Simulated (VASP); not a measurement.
Data:

```
InPd
1.0
    3.25000     0.00000     0.00000
    0.00000     3.25000     0.00000
    0.00000     0.00000     3.25000
In Pd
1 1
Direct
  0.50000   0.50000   0.50000
  0.00000   0.00000   0.00000
```

All values below come from PBE GGA with D3 dispersion (Becke-Johnson damping), VASP's PBE PAW potentials (set 64) (plane waves; VASP). Numerical set-up: 520 eV cut-off, 10×10×10 Γ-centred mesh, first-order Methfessel-Paxton smearing of 0.10 eV, potentials In_d Pd.

**Question.** The ions, cell shape and volume are relaxed. Predict the relaxed structure.

**Answer.** 
```
InPd
1.0
    3.26164     0.00000     0.00000
    0.00000     3.26164     0.00000
    0.00000     0.00000     3.26164
In Pd
1 1
Cartesian
  1.63082   1.63082   1.63082
  0.00000   0.00000   0.00000
```
Space group Pm-3m (221), at a tolerance of 0.03 Å.

**Question.** How do energy and volume change from the first to the last step?

**Answer.** The energy (σ→0) changes by -0.8 meV/atom and the volume by +1.1 %, in 3 ionic steps.

The compound is PdIn in the CsCl type structure. This run relaxes it. Symmetry was kept, so distortions that lower it aren't found. The electron count is odd and the run is not spin-polarised, which forces a metal.
